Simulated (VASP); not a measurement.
GeSb2Te4:

```
Ge Sb Te
1.0
     2.12000    1.22398   13.33333
    -2.12000    1.22398   13.33333
     0.00000   -2.44797   13.33333
Ge Sb Te
1 2 4
Direct
  0.42700 0.42700 0.42700
  0.57300 0.57300 0.57300
  0.00000 0.00000 0.00000
  0.86400 0.86400 0.86400
  0.13600 0.13600 0.13600
  0.29000 0.29000 0.29000
  0.71000 0.71000 0.71000
```

The cell was built by a generator and needn't be a form met in nature.

```yaml
Program: VASP 6.6.1
Task: relaxation of cell and atoms
Functional: PBE
Potentials_or_basis: VASP PAW PBE potentials, release 64 (Ge_d, Sb, Te)
Cutoff: 520 eV
k_mesh: 4 × 4 × 4
Occupations: gaussian, width 0.15 eV
Spin: no spin polarisation
```

At the start: pressure 3.2 GPa; volume 29.66 Å³/atom.

**Question.** Where does the relaxation end?

**Answer.** Over 10 steps the energy falls by 57.6 meV/atom and the volume is 31.89 Å³/atom (+7.5 %); space group R3m (No. 160, to 0.05 Å).

Step by step:
| step | energy change (eV) | largest force (eV/Å) | pressure (GPa) | volume (Å³) |
| --- | --- | --- | --- | --- |
| 1 | 0.0000 | 1.1778 | 3.16 | 207.59 |
| 2 | -0.2295 | 0.9898 | -1.25 | 225.67 |
| 3 | -0.2300 | 1.0043 | -0.85 | 224.52 |
| 4 | -0.3433 | 0.5928 | -0.57 | 223.50 |
| 5 | -0.3851 | 0.1925 | -0.06 | 222.61 |
| 6 | -0.3862 | 0.2367 | 0.09 | 222.46 |
| 7 | -0.3991 | 0.1213 | 0.07 | 222.96 |
| 8 | -0.4043 | 0.1431 | -0.05 | 223.57 |
| 9 | -0.4044 | 0.1057 | -0.10 | 223.52 |
| 10 | -0.4031 | 0.0663 | -0.03 | 223.24 |

Final structure:
```yaml
crystal:
  lattice:
    - [2.16728, 1.25128, 13.72004]
    - [-2.16728, 1.25128, 13.72004]
    - [0.00000, -2.50256, 13.72004]
  atoms:
    - { symbol: Ge, position: [0.43116, 0.43116, 0.43116] }
    - { symbol: Sb, position: [0.57212, 0.57212, 0.57212] }
    - { symbol: Sb, position: [0.00234, 0.00234, 0.00234] }
    - { symbol: Te, position: [0.86455, 0.86455, 0.86455] }
    - { symbol: Te, position: [0.13106, 0.13106, 0.13106] }
    - { symbol: Te, position: [0.28823, 0.28823, 0.28823] }
    - { symbol: Te, position: [0.71055, 0.71055, 0.71055] }
```

Caveat: the k mesh is coarse (spacing up to 0.43 Å⁻¹), so the values aren't converged.
